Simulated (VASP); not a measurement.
Computed with PBE GGA, VASP's PBE PAW potentials (set 64) (plane waves; VASP).

A VASP calculation is set up with these files.

### POSCAR
```
C
1
    0.0000000000     1.7791000000     1.7686780000
    1.7594910000     0.0000000000     1.7686780000
    1.7594910000     1.7791000000     0.0000000000
C
2
Direct
  0.0000000000   0.0000000000   0.0000000000
  0.2365770000   0.2634230000   0.2634230000
```

File KPOINTS:
```
Automatic mesh
0
Gamma
11 11 11
0 0 0
```

**INCAR**
```
LWAVE=.FALSE.
ALGO=Normal   ! blocked Davidson
LASPH=.TRUE.
SIGMA=0.05   ! width (eV)
ISIF=2   ! forces and stress, cell fixed
ENCUT=800
LCHARG=.FALSE.
SYSTEM=C
ISMEAR=0
NELM=100   ! most electronic steps
EDIFF=1E-6   ! SCF stop (eV)
GGA=PE
LREAL=.FALSE.   ! projection in real space or not
PREC=Accurate
```

POTCAR, in this order: C (PBE.64 set). Program: vasp_std.

### Question
Predict the energy per atom (σ→0), pressure, largest force.

### Answer

* **energy per atom (σ→0)**: -9.070 eV/atom
* **pressure**: 137.5 kbar
* **largest force**: 1.839 eV/Å

File OSZICAR:
```
...
DAV:   5    -0.188272937161E+02   -0.30742E-06   -0.30742E-06  6504   0.953E-03    0.573E+00
DAV:   6    -0.183125743508E+02    0.51472E+00   -0.39314E-01  6048   0.507E+00    0.344E+00
DAV:   7    -0.181394207239E+02    0.17315E+00   -0.43220E-01  6984   0.543E+00    0.802E-01
DAV:   8    -0.181406933506E+02   -0.12726E-02   -0.19303E-03  6024   0.544E-01    0.467E-02
DAV:   9    -0.181407061186E+02   -0.12768E-04   -0.12669E-04  8664   0.102E-01    0.274E-02
DAV:  10    -0.181407192275E+02   -0.13109E-04   -0.13236E-05  6160   0.433E-02    0.629E-03
DAV:  11    -0.181407190591E+02    0.16836E-06   -0.51016E-08  4008   0.266E-03
   1 F= -.18140719E+02 E0= -.18140719E+02  d E =-.599852E-18
```

The compound is C in the diamond structure. The cell was not relaxed at this level, atoms are displaced from their ideal sites. The run is one of a series of settings (ENCUT = 800 against the base run), some of them coarse on purpose.
